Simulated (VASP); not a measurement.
Energy against volume of NiSi$_{2}$ (fluorite). Computed with SCAN meta-GGA, VASP's PBE PAW potentials (set 64) (plane waves; VASP 6.6.1). Numerical set-up: 520 eV cut-off, 10×10×10 Γ-centred mesh, first-order Methfessel-Paxton smearing of 0.10 eV, potentials Si Ni.

```json
[
 {"V (Å³/atom)": "12.233", "E (eV/atom)": "-12.37071"},
 {"V (Å³/atom)": "12.624", "E (eV/atom)": "-12.38818"},
 {"V (Å³/atom)": "13.014", "E (eV/atom)": "-12.39295"},
 {"V (Å³/atom)": "13.404", "E (eV/atom)": "-12.38546"}
]
```

Fit these four points and predict the energy of the run at 13.795 Å³/atom.

A cubic in V^(−2/3), the third-order Birch-Murnaghan form, passes through the four points with V0 = 12.97 Å³/atom and B0 = 168 GPa, and gives -12.3662 eV/atom there. The run gave -12.3680 eV/atom, -1.9 meV/atom from the fit; all five points give B0 = 161 GPa.

The compound is NiSi2 in the fluorite structure. It was relaxed first. The run is not spin-polarised, so no magnetic state was tried.
